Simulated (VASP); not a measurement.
Level of theory: SCAN meta-GGA, VASP's PBE PAW potentials (set 64) (plane waves; VASP).

VASP ran on this input.

### INCAR
```
ALGO  =  Normal
EDIFF  =  1E-6
EDIFFG  =  -0.01
ENCUT  =  520
IBRION  =  2
ISIF  =  3
ISMEAR  =  0
LASPH  =  .TRUE.
LCHARG  =  .FALSE.
LMAXMIX  =  4
LMIXTAU  =  .TRUE.
LREAL  =  .FALSE.
LWAVE  =  .FALSE.
METAGGA  =  SCAN
NELM  =  100
NSW  =  60
PREC  =  Accurate
SIGMA  =  0.05
SYSTEM  =  CdS
```

### KPOINTS
```
K-points
0
gamma
  7 7 7
0 0 0
```

**POSCAR**
```
CdS
1.0
  0.0000000000   2.9348693743   2.9348693743
  2.9348693743   0.0000000000   2.9348693743
  2.9348693743   2.9348693743   0.0000000000
Cd S
1 1
Cartesian
  0.0000000000   0.0000000000   0.0000000000
  1.4674346871   1.4674346871   1.4674346871
```

POTCAR, in this order: Cd S (PBE.64 set). Program: vasp_std.

The resulting files:

File OUTCAR:
```
 ion  position               nearest neighbor table
   1  0.000  0.000  0.000-   2 2.54   2 2.54   2 2.54   2 2.54
   2  0.250  0.250  0.250-   1 2.54   1 2.54   1 2.54   1 2.54
  LATTYP: Found a face centered cubic cell.
 ALAT       =     5.8697387486
 Subroutine PRICEL returns:
 Original cell was already a primitive cell.
 Subroutine GETGRP returns: Found 24 space group operations
The static configuration has the point symmetry T_d .
The dynamic configuration has the point symmetry T_d .
 Subroutine INISYM returns: Found 24 space group operations
 Subroutine IBZKPT returns following result:
 Found     20 irreducible k-points:

 Following reciprocal coordinates:
            Coordinates               Weight
  0.000000  0.000000  0.000000      1.000000
  0.142857  0.000000  0.000000      8.000000
  0.285714  0.000000  0.000000      8.000000
  0.428571  0.000000  0.000000      8.000000
  0.142857  0.142857  0.000000      6.000000
  0.285714  0.142857  0.000000     24.000000
  0.428571  0.142857  0.000000     24.000000
 -0.428571  0.142857  0.000000     24.000000
 -0.285714  0.142857  0.000000     24.000000
...
```

OSZICAR:
```
       N       E                     dE             d eps       ncg     rms          rms(c)
DAV:   1     0.717031175794E+02    0.71703E+02   -0.93989E+03   536   0.129E+03
DAV:   2    -0.419324073013E+02   -0.11364E+03   -0.10901E+03   590   0.301E+02
DAV:   3    -0.468678286361E+02   -0.49354E+01   -0.49233E+01   635   0.644E+01
DAV:   4    -0.469022907322E+02   -0.34462E-01   -0.34459E-01   565   0.543E+00
DAV:   5    -0.469027901298E+02   -0.49940E-03   -0.49939E-03   650   0.616E-01    0.772E+00
DAV:   6    -0.413419154974E+02    0.55609E+01   -0.55402E+00   520   0.424E+01    0.961E+00
DAV:   7    -0.414524446635E+02   -0.11053E+00   -0.65868E-01   520   0.120E+01    0.549E+00
DAV:   8    -0.414546351784E+02   -0.21905E-02   -0.29534E-01   520   0.478E+00    0.146E+00
DAV:   9    -0.414809667538E+02   -0.26332E-01   -0.19257E-01   520   0.446E+00    0.606E-01
DAV:  10    -0.415425532872E+02   -0.61587E-01   -0.38407E-02   520   0.205E+00    0.225E-01
DAV:  11    -0.415433876791E+02   -0.83439E-03   -0.48550E-03   575   0.893E-01    0.150E-01
DAV:  12    -0.415441318268E+02   -0.74415E-03   -0.81497E-04   525   0.394E-01    0.121E-01
DAV:  13    -0.415440798363E+02    0.51990E-04   -0.83744E-04   520   0.429E-01    0.400E-02
DAV:  14    -0.415442735313E+02   -0.19370E-03   -0.96359E-05   530   0.128E-01    0.745E-03
DAV:  15    -0.415442864164E+02   -0.12885E-04   -0.52176E-05   525   0.983E-02    0.827E-03
DAV:  16    -0.415442908965E+02   -0.44801E-05   -0.45529E-06   550   0.292E-02    0.492E-03
DAV:  17    -0.415442915566E+02   -0.66015E-06   -0.15416E-07   345   0.474E-03
   1 F= -.41544292E+02 E0= -.41544292E+02  d E =-.415443E+02
```

**OUTCAR**
```
------------------------ aborting loop because EDIFF is reached ----------------------------------------
  FORCE on cell =-STRESS in cart. coord.  units (eV):
  Direction    XX          YY          ZZ          XY          YZ          ZX
  --------------------------------------------------------------------------------------
  Total       -0.0152620     -0.0152620     -0.0152620      0.0000000     -0.0000000     -0.0000000
  in kB       -0.4836423     -0.4836423     -0.4836423      0.0000000     -0.0000000     -0.0000000
  external PRESSURE =      -0.4836423 kB  Pullay stress =       0.0000000 kB
  volume of cell :       50.56
      direct lattice vectors                 reciprocal lattice vectors
     0.000000000  2.934869374  2.934869374    -0.170365334  0.170365334  0.170365334
     2.934869374  0.000000000  2.934869374     0.170365334 -0.170365334  0.170365334
     2.934869374  2.934869374  0.000000000     0.170365334  0.170365334 -0.170365334
  FREE ENERGIE OF THE ION-ELECTRON SYSTEM (eV)
  ---------------------------------------------------
  free  energy   TOTEN  =       -41.5442915566 eV

  energy  without entropy=      -41.5442915566  energy(sigma->0) =      -41.54429156

 reached required accuracy - stopping structural energy minimisation
```
(Selected blocks of OUTCAR.)

**OUTCAR**
```
 val. band max:        0.8560079510   @ k =   0.0000   0.0000   0.0000

 cond. band min:       2.3272732246   @ k =   0.0000   0.0000   0.0000


 Fermi energy:         1.1119009412

 k-point     1 :       0.0000    0.0000    0.0000
  band No.  band energies     occupation
      1     -11.9341      2.00000
      2      -7.0267      2.00000
      3      -7.0267      2.00000
      4      -7.0264      2.00000
      5      -6.5318      2.00000
      6      -6.5318      2.00000
      7       0.8560      2.00000
      8       0.8560      2.00000
      9       0.8560      2.00000
     10       2.3273      0.00000
     11       7.8835      0.00000
     12       7.8835      0.00000
     13       7.8835      0.00000

 k-point     2 :       0.1429    0.0000    0.0000
  band No.  band energies     occupation
      1     -11.8565      2.00000
      2      -6.9979      2.00000
      3      -6.9976      2.00000
      4      -6.9518      2.00000
      5      -6.5327      2.00000
      6      -6.5326      2.00000
      7      -0.3347      2.00000
      8       0.7022      2.00000
      9       0.7022      2.00000
     10       3.2856      0.00000
     11       7.5326      0.00000
     12       8.1346      0.00000
     13       8.1346      0.00000

 k-point     3 :       0.2857    0.0000    0.0000
  band No.  band energies     occupation
      1     -11.6810      2.00000
      2      -6.9411      2.00000
      3      -6.9408      2.00000
      4      -6.6851      2.00000
      5      -6.5235      2.00000
      6      -6.5233      2.00000
      7      -2.0201      2.00000
      8       0.3824      2.00000
      9       0.3824      2.00000
     10       4.1004      0.00000
     11       7.6710      0.00000
     12       8.4080      0.00000
     13       8.4080      0.00000

 k-point     4 :       0.4286    0.0000    0.0000
  band No.  band energies     occupation
      1     -11.5404      2.00000
      2      -6.9069      2.00000
      3      -6.9065      2.00000
...
```

The compound is CdS in the zinc blende structure, a metastable form; wurtzite is the usual one. It was relaxed first. The start is the result of an earlier pass.
